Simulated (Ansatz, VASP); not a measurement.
**BiO4 in VASP and in Ansatz**

The input INCAR:

```
PREC = Accurate
ENCUT = 520
EDIFF = 1E-7
ISMEAR = 0
SIGMA = 0.1
LREAL = False
LASPH = True
NELM = 60
ALGO = Normal
ISIF = 2
LWAVE = False
LCHARG = False
GGA = PE
NBANDS = 28
```

The input KPOINTS:

```
regular mesh
0
Gamma
  6 6 4
```

The input POSCAR:

```
BiO4
1.0
    3.6038141900      0.0000000000      0.0000000000
   -1.8019070900      3.1209946400      0.0000000000
    0.0000000000      0.0000000000      5.7526463800
Bi O
1 4
Direct
    0.0000000000      0.0000000000      0.0000000000
    0.3333333300      0.6666666700      0.2445526200
    0.3333333300      0.6666666700      0.7554473800
    0.6666666700      0.3333333300      0.7554473800
    0.6666666700      0.3333333300      0.2445526200
```

Input for Ansatz:

```yaml
crystal:
  lattice:
    - [3.60381419, 0.0, 0.0]
    - [-1.80190709, 3.12099464, 0.0]
    - [0.0, 0.0, 5.75264638]
  atoms:
    - { symbol: Bi, position: [0.0, 0.0, 0.0] }
    - { symbol: O, position: [0.33333333, 0.66666667, 0.24455262] }
    - { symbol: O, position: [0.33333333, 0.66666667, 0.75544738] }
    - { symbol: O, position: [0.66666667, 0.33333333, 0.75544738] }
    - { symbol: O, position: [0.66666667, 0.33333333, 0.24455262] }
basis:
  ecutwfc: 420
kpoints:
  mp_grid: { grid: [6, 6, 4] }
hamiltonian:
  xc: pbe
scf:
  occupations: { method: gaussian, width: 0.1 }
  lower_state_search: "off"
output:
  forces: true
  stress: true
  eigenvalues: true
```

Alike in both runs: task single point; functional PBE; k mesh 6 × 6 × 4; occupations gaussian, width 0.1 eV; no spin polarisation.

|  | VASP | Ansatz |
| --- | --- | --- |
| version | VASP 6.6.1 | Ansatz 0.2.0 |
| potentials or method | VASP PAW PBE potentials, release 64 (Bi_d, O) | scalar-relativistic, plane waves, PAW |
| plane-wave cutoff (eV) | 520 | 420 |
| valence electrons in the cell | 39 | 39 |

Ansatz gave:

```
gap on the k mesh at the Fermi level (eV)       : none
pressure (GPa)                                  : 3.9
largest component of the traceless stress (GPa) : 0.57
rms of the force components (eV/Å)              : 0.024
```

Problem. Which values does VASP return?

Solution. gap on the k mesh at the Fermi level (eV): none; pressure (GPa): 3.9; largest component of the traceless stress (GPa): 0.62; rms of the force components (eV/Å): 0.032.

Atom by atom the forces differ by 0.007 eV/Å (rms over components). A gap of «none» marks a metal or a gap that the smearing closes. With one functional, cell and mesh, what is left measures potentials, basis and numerics.

Caveats: spin-orbit coupling is left out, which moves the levels of the heavy elements; an odd number of electrons without spin polarisation forces a metal; a magnetic or distorted state may lie lower.
